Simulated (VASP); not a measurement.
Input:

```
CELL_PARAMETERS angstrom
      2.82622     0.00000     0.00000
      0.00000     2.82622     0.00000
      0.00000     0.00000     2.82622
ATOMIC_POSITIONS crystal
  Cr 0.00000 0.00000 0.00000
  Cr 0.50000 0.50000 0.50000
```

These are rev-vdW-DF2, VASP's PBE PAW potentials (set 64) (plane waves; VASP) values and carry that method's errors. Run with 520 eV cut-off, Gaussian smearing of 0.050 eV, potentials Cr_pv.

**Question.** Give the energies of bands 7 to 15 at the high-symmetry points, in eV from the Fermi level.

**Answer.** 
```tsv
band	Γ	X	M	R
7	-7.87	-3.94	-4.52	-2.36
8	-4.43	-3.94	-4.52	-2.36
9	-4.43	-1.86	-2.54	-2.36
10	-0.95	-1.86	-2.54	-2.36
11	-0.95	-0.42	1.18	-2.36
12	-0.95	-0.42	1.18	-2.36
13	1.18	-0.42	1.27	1.59
14	1.18	-0.42	1.27	1.59
15	2.52	0.69	1.53	1.59
```

It has no gap at this level: it comes out as a metal or semimetal.

The compound is Cr in the bcc, AFM order structure. It was relaxed first, which changed the volume by -5 %. The run is not spin-polarised, so no magnetic state was tried.
